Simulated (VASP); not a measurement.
All values below come from optB86b-vdW, VASP's PBE PAW potentials (set 64) (plane waves; VASP).

A VASP calculation is set up with these files.

**INCAR**
```
PARAM1  =  0.1234
IBRION  =  2
AGGAC  =  0.0
PREC  =  Accurate
EDIFFG  =  -0.01   ! ionic stop
LUSE_VDW  =  T
SIGMA  =  0.1   ! width (eV)
SYSTEM  =  MnO2
PARAM2  =  1.0
EDIFF  =  1E-7   ! SCF stop (eV)
LCHARG  =  F
ISMEAR  =  1   ! Methfessel-Paxton
LMAXMIX  =  4   ! l cut-off of mixed one-centre charges
NELM  =  100   ! most electronic steps
ISPIN  =  2
ISIF  =  4   ! ions and shape, fixed volume
LORBIT  =  10
MAGMOM  =  2.4 -2.4 -0.0 0.0 0.0 -0.0
GGA  =  MK
LREAL  =  F
ALGO  =  Normal
ENCUT  =  520   ! plane-wave cut-off (eV)
LWAVE  =  F
LASPH  =  T   ! aspherical one-centre terms
NSW  =  30
```

**POSCAR**
```
MnO2
1
    4.4407200963     0.0000000000     0.0000000000
    0.0000000000     4.4407200963     0.0000000000
    0.0000000000     0.0000000000     2.8793628074
Mn O
2 4
Direct
  1.0000000000   0.0000000000   1.0000000000
  0.5000000000   0.5000000000   0.5000000000
  0.3035019918   0.3035019918   1.0000000000
  0.8035019918   0.1964980082   0.5000000000
  0.1964980082   0.8035019918   0.5000000000
  0.6964980082   0.6964980082   0.0000000000
```

### KPOINTS
```
Automatic mesh
0
Gamma
7 7 11
0 0 0
```

POTCAR, in this order: Mn_pv O (PBE.64 set). Program: vasp_std.

Output

File OSZICAR:
```
       N       E                     dE             d eps       ncg     rms          rms(c)
DAV:   1     0.662466369618E+03    0.66247E+03   -0.28565E+04  7280   0.201E+03
DAV:   2     0.330999024521E+02   -0.62937E+03   -0.59349E+03  7752   0.568E+02
DAV:   3    -0.486916893674E+02   -0.81792E+02   -0.79823E+02  9116   0.192E+02
DAV:   4    -0.518620497131E+02   -0.31704E+01   -0.29928E+01  8470   0.336E+01
DAV:   5    -0.519183703984E+02   -0.56321E-01   -0.56200E-01  7514   0.522E+00    0.428E+01
DAV:   6    -0.493071849780E+02    0.26112E+01   -0.17918E+02  8976   0.121E+02    0.592E+01
DAV:   7    -0.382192527455E+02    0.11088E+02   -0.14284E+02  9426   0.126E+02    0.196E+01
DAV:   8    -0.361345010115E+02    0.20848E+01   -0.94639E+00  7580   0.293E+01    0.797E+00
DAV:   9    -0.357283078120E+02    0.40619E+00   -0.20241E+00  9672   0.143E+01    0.295E+00
DAV:  10    -0.357442131097E+02   -0.15905E-01   -0.19908E-01  7560   0.381E+00    0.161E+00
DAV:  11    -0.357375382724E+02    0.66748E-02   -0.30512E-02  7608   0.215E+00    0.401E-01
DAV:  12    -0.357381640289E+02   -0.62576E-03   -0.30891E-03  8144   0.536E-01    0.237E-01
DAV:  13    -0.357379957322E+02    0.16830E-03   -0.26980E-04  9150   0.212E-01    0.107E-01
DAV:  14    -0.357379583851E+02    0.37347E-04   -0.96391E-05  8344   0.133E-01    0.363E-02
DAV:  15    -0.357379533996E+02    0.49855E-05   -0.86724E-05  8214   0.123E-01    0.196E-02
DAV:  16    -0.357379512033E+02    0.21963E-05   -0.13330E-05  7498   0.466E-02    0.894E-03
DAV:  17    -0.357379511008E+02    0.10245E-06   -0.13794E-06  9502   0.137E-02    0.156E-03
DAV:  18    -0.357379510274E+02    0.73448E-07   -0.26632E-07  5462   0.399E-03
   1 F= -.35737951E+02 E0= -.35738123E+02  d E =-.357380E+02  mag=    -0.0000
       N       E                     dE             d eps       ncg     rms          rms(c)
DAV:   1    -0.357396674052E+02   -0.17163E-02   -0.91793E-01  7200   0.660E+00    0.480E-01
DAV:   2    -0.357402346723E+02   -0.56727E-03   -0.28191E-02  8288   0.140E+00    0.340E-01
DAV:   3    -0.357396159524E+02    0.61872E-03   -0.28703E-03 10058   0.724E-01    0.228E-01
DAV:   4    -0.357391668057E+02    0.44915E-03   -0.15421E-03  9356   0.447E-01    0.952E-02
DAV:   5    -0.357391494026E+02    0.17403E-04   -0.31373E-04  7936   0.176E-01    0.386E-02
DAV:   6    -0.357391503351E+02   -0.93253E-06   -0.17542E-05  7738   0.339E-02    0.216E-02
DAV:   7    -0.357391487717E+02    0.15634E-05   -0.33131E-06  8698   0.165E-02    0.772E-03
DAV:   8    -0.357391489950E+02   -0.22323E-06   -0.11094E-06  7846   0.986E-03    0.244E-03
DAV:   9    -0.357391490389E+02   -0.43890E-07   -0.64030E-08  3618   0.284E-03
   2 F= -.35739149E+02 E0= -.35739323E+02  d E =-.119801E-02  mag=    -0.0000
       N       E                     dE             d eps       ncg     rms          rms(c)
DAV:   1    -0.357393148664E+02   -0.16587E-03   -0.53252E-02  7200   0.159E+00    0.115E-01
DAV:   2    -0.357393410868E+02   -0.26220E-04   -0.16175E-03  8300   0.332E-01    0.804E-02
DAV:   3    -0.357393129767E+02    0.28110E-04   -0.15873E-04 10078   0.169E-01    0.544E-02
DAV:   4    -0.357392842555E+02    0.28721E-04   -0.90501E-05  9622   0.109E-01    0.239E-02
DAV:   5    -0.357392842705E+02   -0.14938E-07   -0.18786E-05  8048   0.453E-02    0.915E-03
DAV:   6    -0.357392841169E+02    0.15362E-06   -0.11218E-06  7654   0.903E-03    0.520E-03
DAV:   7    -0.357392841840E+02   -0.67129E-07   -0.16023E-07  4292   0.375E-03
   3 F= -.35739284E+02 E0= -.35739458E+02  d E =-.133316E-02  mag=     0.0000
```

OUTCAR:
```
------------------------ aborting loop because EDIFF is reached ----------------------------------------
  FORCE on cell =-STRESS in cart. coord.  units (eV):
  Direction    XX          YY          ZZ          XY          YZ          ZX
  --------------------------------------------------------------------------------------
  Total       -2.3260568     -2.3260568     -2.3189085      0.0000000      0.0000000      0.0000000
  in kB      -65.6338227    -65.6338227    -65.4321210      0.0000000      0.0000000      0.0000000
  external PRESSURE =     -65.5665888 kB  Pullay stress =       0.0000000 kB
  volume of cell :       56.78
      direct lattice vectors                 reciprocal lattice vectors
     4.444148064 -0.000000000  0.000000000     0.225015005  0.000000000  0.000000000
    -0.000000000  4.444148064  0.000000000     0.000000000  0.225015005  0.000000000
     0.000000000  0.000000000  2.874922562     0.000000000  0.000000000  0.347835456
 POSITION                                       TOTAL-FORCE (eV/Angst)
 -----------------------------------------------------------------------------------
      0.00000      0.00000      0.00000         0.000000     -0.000000      0.000000
      2.22207      2.22207      1.43746         0.000000     -0.000000      0.000000
      1.35190      1.35190      0.00000         0.000481      0.000481      0.000000
      3.57397      0.87017      1.43746         0.000481     -0.000481     -0.000000
      0.87017      3.57397      1.43746        -0.000481      0.000481      0.000000
      3.09225      3.09225      0.00000        -0.000481     -0.000481     -0.000000
 -----------------------------------------------------------------------------------
    total drift:                                0.000000      0.000000      0.000000
  FREE ENERGIE OF THE ION-ELECTRON SYSTEM (eV)
  ---------------------------------------------------
  free  energy   TOTEN  =       -35.7392841840 eV

  energy  without entropy=      -35.7398063396  energy(sigma->0) =      -35.73945824

 total charge

# of ion       s       p       d       tot
------------------------------------------
    1        0.342   6.447   4.905  11.694
    2        0.342   6.447   4.905  11.694
    3        1.564   3.440   0.000   5.003
    4        1.564   3.440   0.000   5.003
    5        1.564   3.440   0.000   5.003
    6        1.564   3.440   0.000   5.003
--------------------------------------------------
tot          6.938  26.654   9.809  43.401

 magnetization (x)

# of ion       s       p       d       tot
------------------------------------------
    1        0.011   0.019   2.460   2.490
    2       -0.011  -0.019  -2.460  -2.490
    3       -0.001  -0.049   0.000  -0.050
    4        0.001   0.049   0.000   0.050
    5        0.001   0.049   0.000   0.050
    6       -0.001  -0.049   0.000  -0.050
--------------------------------------------------
tot          0.000   0.000   0.000   0.000

 reached required accuracy - stopping structural energy minimisation
```
(Selected blocks of OUTCAR.)

File CONTCAR:
```
MnO2
   1.00000000000000
     4.4441480636321629   -0.0000000000000000    0.0000000000000000
    -0.0000000000000000    4.4441480636321629    0.0000000000000000
     0.0000000000000000    0.0000000000000000    2.8749225615857772
  Mn              O
     2     4
Direct
     0.0000000000000000    0.0000000000000000    0.0000000000000000
     0.5000000000000000    0.5000000000000000    0.5000000000000000
     0.3041979023623317    0.3041979023623317    0.0000000000000000
     0.8041979023623317    0.1958020976376683    0.5000000000000000
     0.1958020976376683    0.8041979023623317    0.5000000000000000
     0.6958020976376683    0.6958020976376683    0.0000000000000000
```

The compound is MnO2 in the rutile structure. This cell is one point of a volume scan, at 1.03 of the reference volume. Symmetry was kept, so distortions that lower it aren't found.
